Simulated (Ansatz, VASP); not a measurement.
## LaIrPb: VASP beside Ansatz

Aim: how closely do two programs agree when they are given the same cell, functional and k mesh? The cell is invented: As first built, before any earlier steps moved the atoms (in the runner's words): it takes the LaGeIr structure with some of its atoms replaced by other elements, volume scaled by an estimate. It may not be a known or stable phase. The cell is taken from a series of VASP runs on this material, whose earlier steps may have relaxed, scaled or displaced it; both programs get it as it stands.

Main program and level: Ansatz 0.2.0; plane waves, with VASP 6.6.1 beside it; single point at PBE.

## Step 1: The starting structure

The structure is tetragonal, space group I4_1md (No. 109). The conventional cell has a = 4.635 Å, b = 4.635 Å, c = 15.514 Å, α = 90.00°, β = 90.00°, γ = 90.00°. Pb has 3 Ir at 2.62 to 2.67 Å and 6 La at 3.47 to 3.58 Å nearest. Ir has 3 Pb at 2.62 to 2.67 Å and 6 La at 3.31 to 3.61 Å nearest. Nearest to La lie 6 Ir at 3.31 to 3.61 Å and 6 Pb at 3.47 to 3.58 Å. As first built, before any earlier steps moved the atoms (in the runner's words): sites of the LaGeIr structure (space group 109) filled with other elements, volume scaled by an estimate. Farther neighbours are not listed.

## Step 2: Ansatz: single point, PBE

Ansatz runs on its default PAW (the set named soft_2) files.

A single point gives forces, pressure and levels at one fixed geometry, so differences don't come from the geometry; what else differs is listed under the comparison.

The input, input.yaml:

```yaml
crystal:
  lattice:
    - [-2.3175630361, 2.3175630361, 7.7571664954]
    - [2.3175630361, -2.3175630361, 7.7571664954]
    - [2.3175630361, 2.3175630361, -7.7571664954]
  atoms:
    - { symbol: Pb, position: [0.4172871269, 0.9172871269, 0.5] }
    - { symbol: Pb, position: [0.6672871269, 0.6672871269, 0.0] }
    - { symbol: Ir, position: [0.5891004046, 0.0891004046, 0.5] }
    - { symbol: Ir, position: [0.8391004046, 0.8391004046, 0.0] }
    - { symbol: La, position: [0.9916124685, 0.4916124685, 0.5] }
    - { symbol: La, position: [0.2416124685, 0.2416124685, 0.0] }
hamiltonian:
  xc: pbe
  pseudopotentials: { kind: paw }
kpoints:
  mp_grid: { grid: [7, 7, 7] }
scf:
  occupations: { method: fermi_dirac, width: 0.05 }
  n_extra_bands: 5
output:
  forces: true
  stress: true
  eigenvalues: true
```

Launch:

```
$ ansatz run input.yaml --threads 4 --pin off --max-ram 9216MiB --backend cpu --events-out ev --progress --plain --runs-dir out
```

Numbers of over 12 decimals in the logs are rounded to 6 here.

The program printed:

```text
basis.fft_grid_basis auto: the FFT boxes are laid along the combinations [[1, 0, 1], [0, 1, 1], [0, 0, 1]] of the cell's own vectors, 4.635, 4.635 and 8.421 Å long. The dense box has 32×32×60 points. Along the cell's own vectors, as sized, it would have 60×60×60, 3.52 times as many. Of the 8 symmetry operations that the crystal satisfies within crystal.symmetry.tolerance (time reversal apart; of a slab, those that ke [...]
scf.n_extra_bands = 5 over 42 filled bands (N_el = 84.0): the run solves 47 bands
Engine: ansatz 0.2.0, aarch64-unknown-linux-gnu
Pseudopotentials: kind: paw
Pseudopotential: Pb, paw, valence charge 14, recommended cutoff 420 eV (normal), Pb.paw.azcp
Pseudopotential: Ir, paw, valence charge 17, recommended cutoff 420 eV (normal), Ir.paw.azcp
Pseudopotential: La, paw, valence charge 11, recommended cutoff 420 eV (normal), La.paw.azcp
Functional definition: PBE
  parameter kappa = 0.804
  parameter beta = 0.066725
  exchange = pbe_x(kappa = kappa, mu = beta*pi^2/3)
  correlation = pbe_c(beta = beta)
Crystal: 6 atoms, lattice volume = 166.658 Å³
Basis set: ecut = 420 eV, 3217 PW (Γ), FFT grids on a1+a3, a2+a3, a3, exchange–correlation on 64×64×120 points (8 copies of the dense FFT grid, shifted against one another)
Bands: 47, of which v1, the nominal top of the filled ones, is band 42 counted from 1 (41 counted from 0)
Symmetry: 8 space group operations
Space group: I41md (ITA 109), of the structure as read, at distance tolerance 5.5e-5 Å
k-points: 40 of 343 (time reversal used)
Non-local potential: Pb, projectors of the file, l = 0: 2, l = 1: 2, l = 2: 2, l = 3: 2
Non-local potential: Ir, projectors of the file, l = 0: 3, l = 1: 2, l = 2: 2, l = 3: 1
Non-local potential: La, projectors of the file, l = 0: 3, l = 1: 2, l = 2: 2, l = 3: 3
PAW form: soft (Blöchl's): semilocal exchange-correlation on the pseudo side does not see the compensation charge
PAW one-centre angular grid: Pb, 590 points (default); XC on 64 Gauss nodes
PAW one-centre angular grid: Ir, 590 points (default); XC on 64 Gauss nodes
PAW one-centre angular grid: La, 590 points (default); XC on 64 Gauss nodes
Initial density: superposition of atomic densities (neutral atoms: chi_scale 0, normalization atom), corrected by the library's trained network
Initial wavefunctions: pseudopotential atomic-orbital guess
Functional: x = pbe(κ = 0.804, μ = 0.219515), c = pbe(β = 0.066725)
SCF iter   1: F=—  HF=-60185.341996 eV  |F-HF|=—  |Δ(HF+E_count)|=         —  Δρ=3.40e-3  dr2=1.53e-2  ethr=1.77e-3  ⟨swp⟩=7.9  Hψ=8241  notcnv=0
preconditioner: auto → Kerker (q_TF=auto, 2.434 Å⁻¹)  [metal: Δε(μ)=0.012 eV  Ē_g=10.680 eV  σ=0.050 eV  W_gap=0.06  n_scr=34 (ndim 8)  ℏωp=23.0 eV  f_vac=0.000  D(μ)=3.27/eV (n_scr^D=20)]
SCF iter   2: F=—  HF=-60185.343443 eV  |F-HF|=—  |Δ(HF+E_count)|=   1.45e-3  Δρ=1.96e-3  dr2=6.01e-3  ethr=1.82e-5  ⟨swp⟩=4.2  Hψ=4651  notcnv=0
SCF iter   3: F=—  HF=-60185.343498 eV  |F-HF|=—  |Δ(HF+E_count)|=   5.53e-5  Δρ=4.62e-4  dr2=6.99e-4  ethr=7.15e-6  ⟨swp⟩=2.4  Hψ=2630  notcnv=0
SCF iter   4: F=—  HF=-60185.343444 eV  |F-HF|=—  |Δ(HF+E_count)|=   5.35e-5  Δρ=1.64e-4  dr2=7.64e-5  ethr=8.33e-7  ⟨swp⟩=2.0  Hψ=3481  notcnv=0
SCF iter   5: F=—  HF=-60185.343422 eV  |F-HF|=—  |Δ(HF+E_count)|=   2.27e-5  Δρ=4.40e-5  dr2=3.51e-6  ethr=9.10e-8  ⟨swp⟩=2.0  Hψ=2627  notcnv=0
SCF iter   6: F=—  HF=-60185.343423 eV  |F-HF|=—  |Δ(HF+E_count)|=   1.08e-6  Δρ=1.65e-5  dr2=7.89e-7  ethr=4.18e-9  ⟨swp⟩=2.0  Hψ=3490  notcnv=0
SCF iter   7: F=-60185.343423 eV  HF=-60185.343423 eV  |F-HF|=1.70e-8  |Δ(HF+E_count)|=   3.69e-8  Δρ=4.51e-6  dr2=5.24e-8  ethr=1.19e-10  ⟨swp⟩=10.8  Hψ=11113  notcnv=0
SCF 1 converged in 7 iterations: F = -60185.343423 eV  dr2 = 5.24e-8
  greatest PAW one-centre occupation: 1.000 electrons in one spin orbital (limit 2), on the Ir atom at site 3 (counted from 0), in its partial waves of l = 0
SCF converged after 7 iterations
Free energy (F): -60185.343423 eV
Harris-Foulkes:  -60185.343423 eV  (|F-HF|=1.70e-8)
Internal energy: -60185.314315 eV  (E = F + TS)
E sigma→0 (E₀):  -60185.328869 eV
Entropy (-TS):   -0.029107 eV (-4.851 meV/atom)
Fermi energy:    12.779574 eV
--- Per-component energies (eV) ---
  E_band       = -621.205561
  E_kinetic    = 2213.788264
  E_local      = -7119.664508  (includes V_loc(G=0)·N_el)
  E_nonlocal   = 1043.040749
  E_hartree    = 2839.707667
  E_xc         = -1250.948224
  E_vxc        = -1154.126533  (∫ρ·V_xc dr)
  E_paw        = -50105.161002  (= ΣΔE_a)
  E_vpaw       = -1283.664573  (= ΣTr[D̂ρ^β])
  E_aug_tail   = 0.000252  (compensation charges beyond the density's cutoff)
  E_ewald      = -7806.077514
  E_smearing   = -0.029107  (= −TS)
  E_closure    = 0.000000  (closes the sum)
  Σ components = -60185.343423   (vs F -60185.343423, Δ=0.00e0)
--- Forces (eV/Å), atoms counted from 1 ---
  atom   1  Pb     0.00000000     0.00000000    -0.00481374
  atom   2  Pb    -0.00000000     0.00000000    -0.00481374
  atom   3  Ir     0.00000000    -0.00000000     0.04571288
  atom   4  Ir     0.00000000    -0.00000000     0.04571288
  atom   5  La    -0.00000000     0.00000000    -0.04088382
  atom   6  La    -0.00000000    -0.00000000    -0.04088382
  max |Σ_I F_I| component: 3.06e-5 eV/Å
--- Stress (GPa, compression-positive) ---
        0.200186       0.000000       0.000000
        0.000000       0.200186       0.000000
        0.000000      -0.000000      -0.193853
  P = ⅓ Tr σ = 0.0688 GPa (0.688 kbar)
--- Band table (eV; the first three rows and the last of 40) ---
  k-point 0: bands = [... 38 lower, 11.3114, 12.6749, 12.6749, 13.3601, 13.3601, 13.4932, 13.7513, 13.8132, ... 1 higher]
  k-point 1: bands = [... 38 lower, 11.2968, 12.1728, 12.3329, 12.9001, 13.1281, 13.7951, 13.9680, 14.1167, ... 1 higher]
  k-point 2: bands = [... 38 lower, 11.4750, 11.8092, 11.8255, 12.3873, 12.9456, 13.4245, 13.9764, 14.0050, ... 1 higher]
  k-point 39: bands = [... 38 lower, 11.6719, 12.0415, 12.4029, 12.5692, 13.3020, 13.4785, 13.8509, 14.0222, ... 1 higher]
```

Run time: 12 s. Hardware: 4 threads of Arm Neoverse V1, shared host; peak memory 0.63 GiB.

In the SCF lines HF is the Harris–Foulkes energy and dr2 the Hartree energy of the density residual, in eV; the loop may stop once dr2 is under the threshold and the program's other checks hold. Hψ counts applications of the Hamiltonian.

The run ends at a pressure of 0.07 GPa, with forces up to 0.046 eV/Å.

## Step 3: VASP: single point, PBE

The same cell, functional, mesh and smearing now go to VASP, with its own data sets and cutoff.

Lines of VASP's logs that name or quote its potential files are left out, and so is its time.

The input, INCAR:

```
SYSTEM = LaIrPb
PREC = Accurate
ENCUT = 400
EDIFF = 1E-06
NELM = 100
ISMEAR = -1
SIGMA = 0.05
LREAL = .FALSE.
ALGO = Normal
GGA = PE
NBANDS = 42
LORBIT = 11
LWAVE = .FALSE.
LCHARG = .FALSE.
KPAR = 2
ISIF = 2
```

The input, POSCAR:

```
LaIrPb
1.0
   -2.3175630361      2.3175630361      7.7571664954
    2.3175630361     -2.3175630361      7.7571664954
    2.3175630361      2.3175630361     -7.7571664954
Pb Ir La
2 2 2
Direct
    0.4172871269      0.9172871269      0.5000000000
    0.6672871269      0.6672871269      0.0000000000
    0.5891004046      0.0891004046      0.5000000000
    0.8391004046      0.8391004046      0.0000000000
    0.9916124685      0.4916124685      0.5000000000
    0.2416124685      0.2416124685      0.0000000000
```

The input, KPOINTS:

```
Automatic mesh
0
Gamma
7 7 7
0 0 0
```

Potentials, in the order of the species: Pb_d, Ir and La (PBE family, release 64).

Launch:

```
$ mpirun -np 2 vasp_std
```

The program printed:

```text
[banner, memory and clock lines left out]
running    2 mpi-ranks, on    1 nodes
 distrk:  each k-point on    1 cores,    2 groups
 distr:  one band on    1 cores,    1 groups

 POSCAR found type information on POSCAR PbIrLa
 POSCAR found :  3 types and       6 ions
 LDA part: xc-table for (Slater+PW92), standard interpolation
 POSCAR, INCAR and KPOINTS ok, starting setup
 FFT: planning ... GRIDC
 FFT: planning ... GRID_SOFT
 FFT: planning ... GRID
 WAVECAR not read
 entering main loop
       N       E                     dE             d eps       ncg     rms          rms(c)
DAV:   1     0.755710683505E+03    0.75571E+03   -0.23753E+04  3360   0.190E+03
DAV:   2     0.158998491578E+03   -0.59671E+03   -0.57333E+03  3376   0.423E+02
DAV:   3    -0.391288846890E+01   -0.16291E+03   -0.15945E+03  4394   0.247E+02
DAV:   4    -0.325354427151E+02   -0.28623E+02   -0.27186E+02  6010   0.907E+01
DAV:   5    -0.366227326875E+02   -0.40873E+01   -0.39897E+01  6148   0.320E+01    0.999E+00
DAV:   6    -0.366918258536E+02   -0.69093E-01   -0.87492E+00  6040   0.176E+01    0.386E+00
DAV:   7    -0.364898208627E+02    0.20200E+00   -0.32812E+00  6400   0.100E+01    0.376E+00
DAV:   8    -0.363876383563E+02    0.10218E+00   -0.61865E-01  5432   0.606E+00    0.690E-01
DAV:   9    -0.363857828243E+02    0.18555E-02   -0.13941E-01  6424   0.251E+00    0.330E-01
DAV:  10    -0.363852362054E+02    0.54662E-03   -0.14323E-02  5952   0.781E-01    0.794E-02
DAV:  11    -0.363854665233E+02   -0.23032E-03   -0.14395E-03  6448   0.279E-01    0.352E-02
DAV:  12    -0.363854719659E+02   -0.54426E-05   -0.19566E-04  6168   0.107E-01    0.133E-02
DAV:  13    -0.363854768436E+02   -0.48777E-05   -0.24005E-05  6264   0.417E-02    0.371E-03
DAV:  14    -0.363854775118E+02   -0.66826E-06   -0.18960E-06  3168   0.169E-02
   1 F= -.36385478E+02 E0= -.36370869E+02  d E =-.292166E-01
```

From OUTCAR (step 3):

```text
ion  position               nearest neighbor table
   1  0.417  0.917  0.500-   4 2.62   4 2.62   3 2.67   5 3.47   5 3.47   5 3.47   5 3.47   6 3.58
                             6 3.58
   2  0.667  0.667  0.000-   3 2.62   3 2.62   4 2.67   6 3.47   6 3.47   6 3.47   6 3.47   5 3.58
                             5 3.58
   3  0.589  0.089  0.500-   2 2.62   2 2.62   1 2.67   6 3.31   6 3.31
   4  0.839  0.839  0.000-   1 2.62   1 2.62   2 2.67   5 3.31   5 3.31
   5  0.992  0.492  0.500-   4 3.31   4 3.31   1 3.47   1 3.47   1 3.47   1 3.47   2 3.58   2 3.58

  LATTYP: Found a body centered tetragonal cell.
 ALAT       =     4.6351260722
 C/A-ratio  =     3.3471221169

 Subroutine GETGRP returns: Found  8 space group operations
 (whereof  4 operations were pure point group operations)

The static configuration has the point symmetry C_2v.
 The point group associated with its full space group is C_4v.

 Found     40 irreducible k-points:

   k-points           NKPTS =     40   k-points in BZ     NKDIM =     40   number of bands    NBANDS=     42

   dimension x,y,z NGX =    56 NGY =   56 NGZ =   56
   dimension x,y,z NGXF=   112 NGYF=  112 NGZF=  112

   ENCUT  =  400.0 eV  29.40 Ry    5.42 a.u.  13.73 13.73 13.73*2*pi/ulx,y,z

   NELECT =      68.0000    total number of electrons

 k-points in reciprocal lattice and weights: Automatic mesh
   0.00000000  0.00000000  0.00000000       0.003
   0.14285714 -0.00000000  0.00000000       0.023
   0.28571429  0.00000000 -0.00000000       0.023
   0.42857143  0.00000000  0.00000000       0.023
   0.14285714  0.14285714  0.00000000       0.023
   0.28571429  0.14285714 -0.00000000       0.047
   0.42857143  0.14285714  0.00000000       0.047
  -0.42857143  0.14285714  0.00000000       0.047
  -0.28571429  0.14285714  0.00000000       0.047
[...]
-0.42857143  0.42857143  0.42857143       0.012
  -0.42857143 -0.42857143  0.42857143       0.006

 average (electrostatic) potential at core
       1 -89.5012       2 -89.5012       3 -50.0293       4 -50.0293       5 -97.1244
       6 -97.1244

 E-fermi :   7.4207

 k-point     1 :       0.0000    0.0000    0.0000
  band No.  band energies     occupation
    ...
     29       5.6869      2.00000
     30       5.8386      2.00000
     31       5.9503      2.00000
     32       7.3186      1.77004
     33       7.3186      1.77004
     34       8.0030      0.00002
     35       8.0030      0.00002
     36       8.1388      0.00000
     37       8.3951      0.00000
     38       8.4660      0.00000
    ...

 k-point     2 :       0.1429   -0.0000    0.0000
  band No.  band energies     occupation
    ...
     29       5.7520      2.00000
     30       5.8327      2.00000
     31       5.9041      2.00000
     32       6.7981      1.99999
     33       7.3998      1.20557
     34       7.6003      0.05353
     35       7.9444      0.00006
     36       8.3427      0.00000
     37       8.4936      0.00000
     38       8.6123      0.00000
    ...

 k-point     3 :       0.2857    0.0000   -0.0000
  band No.  band energies     occupation
    ...
     30       5.9180      2.00000
     31       6.0045      2.00000
     32       6.2543      2.00000
     33       7.1295      1.99410
     34       7.3433      1.64925
     35       8.1015      0.00000
     36       8.1429      0.00000
     37       8.6021      0.00000
     38       8.8269      0.00000
     39       9.0770      0.00000
    ...

  Total        0.1204831      0.1204831     -0.2649436      0.0000000      0.0000000      0.0000000
  in kB        1.1582715      1.1582715     -2.5470518      0.0000000      0.0000000      0.0000000
  external PRESSURE =      -0.0768363 kB  Pullay stress =       0.0000000 kB

  energy-cutoff  :      400.00
  volume of cell :      166.66
      direct lattice vectors                 reciprocal lattice vectors
    -2.317563036  2.317563036  7.757166495     0.000000000  0.215743862  0.064456525
     2.317563036 -2.317563036  7.757166495     0.215743862  0.000000000  0.064456525
     2.317563036  2.317563036 -7.757166495     0.215743862  0.215743862  0.000000000

 POSITION                                       TOTAL-FORCE (eV/Angst)
 -----------------------------------------------------------------------------------
      2.31756      0.00000      6.47393        -0.000000     -0.000000     -0.004112
      0.00000      0.00000     10.35251        -0.000000     -0.000000     -0.004112
      0.00000      2.31756      1.38233         0.000000     -0.000000      0.046351
      0.00000      0.00000     13.01808        -0.000000      0.000000      0.046351
      0.00000      2.31756      7.62704         0.000000     -0.000000     -0.042239
      0.00000      0.00000      3.74846        -0.000000      0.000000     -0.042239
 -----------------------------------------------------------------------------------
    total drift:                                0.000001      0.000001      0.001951

  FREE ENERGIE OF THE ION-ELECTRON SYSTEM (eV)
  ---------------------------------------------------
  free  energy   TOTEN  =       -36.3854775118 eV

  energy  without entropy=      -36.3562608986  energy(sigma->0) =      -36.37086921

 total charge
# of ion       s       p       d       f       tot
--------------------------------------------------
    1        1.239   1.151   9.844   0.000  12.234
    2        1.239   1.151   9.844   0.000  12.234
    3        0.667   0.380   7.182   0.000   8.229
    4        0.667   0.380   7.182   0.000   8.229
    5        2.016   5.644   0.603   0.138   8.401
    6        2.016   5.644   0.603   0.138   8.401
--------------------------------------------------
tot          7.843  14.351  35.259   0.276  57.728

[... 3 further parts left out ...]
```

The run ends at a pressure of -0.01 GPa, with forces up to 0.046 eV/Å.

## Step 4: Comparison

Known differences besides the potentials themselves: the data sets hold 84 valence electrons in Ansatz (default PAW (the set named soft_2) files) and 68 in VASP; the cutoff is 420 eV in Ansatz and 400 eV in VASP; VASP leaves aspherical gradient terms in its spheres out (LASPH is not set), Ansatz keeps them. Total energies have different zeros and are not compared.

Compared:

| quantity | Ansatz | VASP | difference |
| --- | --- | --- | --- |
| pressure (GPa) | 0.07 | -0.01 | +0.08 |

Forces (eV/Å; atoms numbered as in POSCAR):

| atom | Ansatz x, y, z | VASP x, y, z |
| --- | --- | --- |
| Pb1 | 0.000, 0.000, -0.005 | 0.000, 0.000, -0.004 |
| Pb2 | 0.000, 0.000, -0.005 | 0.000, 0.000, -0.004 |
| Ir3 | 0.000, 0.000, 0.046 | 0.000, 0.000, 0.046 |
| Ir4 | 0.000, 0.000, 0.046 | 0.000, 0.000, 0.046 |
| La5 | 0.000, 0.000, -0.041 | 0.000, 0.000, -0.042 |
| La6 | 0.000, 0.000, -0.041 | 0.000, 0.000, -0.042 |

The forces differ by 0.6 meV/Å r.m.s., which is 2.6 % of the r.m.s. force of 0.02 eV/Å (both taken over all components). Ansatz's pressure holds a Pulay correction of 0.02 GPa; VASP's holds none.

## Step 5: Summary of results

```json
{"difference in pressure (single point, PBE)": "0.077 GPa"}
```

The difference in pressure is 0.077 GPa (single point, PBE), within the 1 GPa picked in this series as the mark of a large difference. Such differences can come from data sets, numerical settings and the points named under the comparisons, not from the functional's error against experiment.

[Lines on the potential files, build, host, timing and source positions are cut from VASP's logs without a mark.]

[Logs are printed without paths, hosts, clocks, repeated set-up lines and the standing remarks that a program may print on its own settings, such as how far it seeks lower states.]

[Hosts, paths, dates, database ids (printed as entryN), source tags and the programs' standing remarks are cut or masked in the printed files.]
